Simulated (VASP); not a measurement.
The system is InP.

```
In P
1.0
     0.00000    2.93050    2.93050
     2.93050    0.00000    2.93050
     2.93050    2.93050    0.00000
In P
1 1
Direct
  0.00000 0.00000 0.00000
  0.25000 0.25000 0.25000
```

| Item | Value |
| --- | --- |
| Program | VASP 6.6.1 |
| Task | relaxation of cell and atoms |
| Functional | PBE |
| Potentials or basis | VASP PAW PBE potentials, release 64 (In_d, P) |
| Cutoff | 520 eV |
| k mesh | 4 × 4 × 4 |
| Occupations | gaussian, width 0.02 eV |
| Spin | no spin polarisation |

At the start: pressure 3.5 GPa; volume 25.17 Å³/atom.

Problem. How do energy, volume and symmetry change on relaxing?

Solution. Over 3 steps the energy falls by 13.7 meV/atom and the volume is 26.49 Å³/atom (+5.3 %); space group F-43m (No. 216, to 0.05 Å).

Step by step:
```tsv
step	energy change (eV)	largest force (eV/Å)	pressure (GPa)	volume (Å³)
1	0.0000	0.0000	3.48	50.33
2	-0.0205	0.0000	-1.51	54.42
3	-0.0274	0.0000	0.00	52.99
```

Final structure:
```
In P
1.0
     0.00000    2.98109    2.98109
     2.98109    0.00000    2.98109
     2.98109    2.98109    0.00000
In P
1 1
Direct
  0.00000 0.00000 0.00000
  0.25000 0.25000 0.25000
```

Caveat: the k mesh is coarse (spacing up to 0.46 Å⁻¹), so the values aren't converged.
